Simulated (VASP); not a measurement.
```xyz
4
Lattice="4.3159 0.0000 0.0000 -2.1579 3.7377 0.0000 0.0000 0.0000 7.0684" Properties=species:S:1:pos:R:3 pbc="T T T"
Ti     2.1579     1.2459     0.0000
Ti     0.0000     2.4918     3.5342
Se     2.1579     1.2459     4.4192
Se     0.0000     2.4918     0.8850
```

All values below come from PBE GGA + U (Dudarev), VASP's PBE PAW potentials (set 64) (plane waves; VASP). Settings: 400 eV cut-off, 6×6×3 Γ-centred mesh, Gaussian smearing of 0.050 eV, potentials Ti_sv Se, U − J: Ti 4.00 eV.

### Question
Give the force on each atom (eV/Å).

### Answer

| atom | Fx | Fy | Fz |
|---|---|---|---|
| Ti1 | 0.000 | 0.000 | -0.124 |
| Ti2 | 0.000 | 0.000 | -0.124 |
| Se3 | 0.000 | 0.000 | 0.124 |
| Se4 | 0.000 | 0.000 | 0.124 |

### Question
Give the stress tensor in GPa (positive for a compressed cell).

### Answer

```
-7.59   0.00   0.00
 0.00  -7.59   0.00
 0.00   0.00  -5.34
```
The pressure is its mean diagonal, -6.84 GPa.

The structure was generated: TiSe was put into the wurtzite type (P6_3mc), which need not be its known phase. The cell was not relaxed at this level. The run is one of a series of settings (LDAU = .TRUE., LDAUJ = 0 0, LDAUL = 2 -1, LDAUTYPE = 2, LDAUU = 4.0 0 against the base run), some of them coarse on purpose.
